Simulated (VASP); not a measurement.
Given:

```yaml
crystal:
  lattice:
    - [-1.68300, 1.68300, 1.68300]
    - [1.68300, -1.68300, 1.68300]
    - [1.68300, 1.68300, -1.68300]
  atoms:
    - { symbol: Nb, position: [0.00000, 0.00000, 0.00000] }
```

Level of theory: PBE GGA, VASP's PBE PAW potentials (set 64) (plane waves; VASP 6.6.1). Numerical set-up: EDIFF = 1E-3, 400 eV cut-off, 14×14×14 Γ-centred mesh, first-order Methfessel-Paxton smearing of 0.10 eV, potentials Nb_sv.

Give the stress tensor in GPa (positive for a compressed cell).

```
-8.83   0.00   0.00
 0.00  -8.83   0.00
 0.00   0.00  -8.83
```
The pressure is its mean diagonal, -8.83 GPa.

The compound is Nb in the bcc structure. The cell was not relaxed at this level. The run is one of a series of settings (EDIFF = 1E-3 against the base run), some of them coarse on purpose.
